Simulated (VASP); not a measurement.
Given:

```yaml
crystal:
  lattice:
    - [4.64704, 0.00000, 0.00000]
    - [0.00000, 4.64704, 0.00000]
    - [0.00000, 0.00000, 4.64704]
  atoms:
    - { symbol: Ho, position: [0.00000, 0.00000, 0.00000] }
    - { symbol: Pb, position: [0.00000, 0.50000, 0.50000] }
    - { symbol: Pb, position: [0.50000, 0.00000, 0.50000] }
    - { symbol: Pb, position: [0.50000, 0.50000, 0.00000] }
```

Level of theory: PBEsol GGA, VASP's PBE PAW potentials (set 64) (plane waves; VASP). Numerical set-up: 480 eV cut-off, 6×6×6 Γ-centred mesh, first-order Methfessel-Paxton smearing of 0.10 eV, potentials Ho_3 Pb_d.

The 4f electrons are frozen in the core of the lanthanide potential, so 4f levels, which can set the real gap, and their magnetism are missing. Unless said otherwise, spin-orbit coupling is left out, though it shifts the bands of the heavy elements here.

Q: What does the run give for the energy per atom (σ→0), pressure, band gap (on the k-mesh) with the smallest direct gap where there is one?

A: 
The band gap (on the k-mesh) is none (metal, semimetal or under 0.01 eV) and the energy per atom (σ→0) is -4.495 eV/atom. The pressure is 6.57 GPa.

The structure comes from a computed database's HoPb3 entry (Pm-3m); how it stands against other phases isn't given here. This cell was strained or had an atom moved on purpose. The electron count is odd and the run is not spin-polarised, which forces a metal.
